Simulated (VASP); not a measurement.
# GaSn: relaxation of cell and atoms with r2SCAN

Crystal: GaSn.

```
Ga Sn
1.0
     0.00000    2.90288    3.09822
     2.72925    0.00000    3.09822
     2.72925    2.90288    0.00000
Ga Sn
1 1
Direct
  0.50000 0.50000 0.50000
  0.00000 0.00000 0.00000
```

The cell was built by a generator and needn't be a form met in nature.

| Property | Result |
| --- | --- |
| Program | VASP 6.6.1 |
| Task | relaxation of cell and atoms |
| Functional | r2SCAN |
| Potentials or basis | VASP PAW PBE potentials, release 64 (Ga_d, Sn_d) |
| Cutoff | 600 eV |
| k mesh | 8 × 8 × 8 |
| Occupations | methfessel-paxton, width 0.2 eV |
| Spin | no spin polarisation |
| Further INCAR settings | ALGO = Normal; EDIFF = 1e-06; IBRION = 2; EDIFFG = -0.01; NSW = 60; ISIF = 3 |

```
Relaxed volume                         : 23.53 Å³/atom
Relaxed cell                           : a = 4.054 Å, b = 4.052 Å, c = 4.052 Å, α = 60.03°, β = 59.99°, γ = 59.99°
Space group after relaxing (to 0.05 Å) : Fm-3m (No. 225)
Energy gained by relaxing              : 63.3 meV/atom
Ionic steps                            : 11
Pressure after relaxing                : 0.0 GPa
Band gap on the k mesh                 : none (metal or under the smearing width)
```

The path:
```csv
step,energy change (eV),largest force (eV/Å),pressure (GPa),volume (Å³)
1,0.0000,0.0000,-1.05,49.09
2,-0.0972,0.0000,-0.73,47.90
3,-0.1144,0.0000,1.08,46.27
4,-0.1263,0.0000,0.20,46.93
5,-0.1263,0.0000,0.11,46.97
6,-0.1266,0.0000,-0.05,47.13
7,-0.1266,0.0000,-0.11,47.16
8,-0.1266,0.0000,-0.04,47.15
9,-0.1266,0.0000,-0.10,47.15
10,-0.1267,0.0000,0.04,47.06
11,-0.1267,0.0000,-0.01,47.07
```

Final structure:
```cif
data_structure
_symmetry_space_group_name_H-M 'P 1'
_symmetry_Int_Tables_number 1
_cell_length_a 4.0538
_cell_length_b 4.0522
_cell_length_c 4.0522
_cell_angle_alpha 60.026
_cell_angle_beta 59.987
_cell_angle_gamma 59.987
_cell_volume 47.07
loop_
_atom_site_label
_atom_site_type_symbol
_atom_site_fract_x
_atom_site_fract_y
_atom_site_fract_z
_atom_site_occupancy
Ga1 Ga 0.50000 0.50000 0.50000 1
Sn1 Sn 0.00000 0.00000 0.00000 1
```

Levels at points of the mesh, in eV from the Fermi level:
```tsv
k point	band 12	band 13	band 14	band 15	band 16	band 17
(0.00, 0.00, 0.00)	1.26	1.27	1.27	2.07	7.32	7.49
(0.50, 0.00, 0.00)	-7.47	2.04	2.04	2.59	2.59	3.95
(0.50, 0.50, 0.00)	-4.79	-3.04	-1.74	-1.73	3.78	10.77
(0.50, 0.00, 0.50)	-4.79	-3.04	-1.74	-1.73	3.78	10.77
(0.00, 0.50, 0.50)	-4.79	-3.05	-1.74	-1.74	3.77	10.78
```

Wall time 25 min on 1 thread of Intel(R) Xeon(R) Platinum 8488C (Sapphire Rapids) (shared host), peak memory 0.29 GiB.

Caveat: the PAW data sets were made with another functional, which shifts forces and pressure a little.
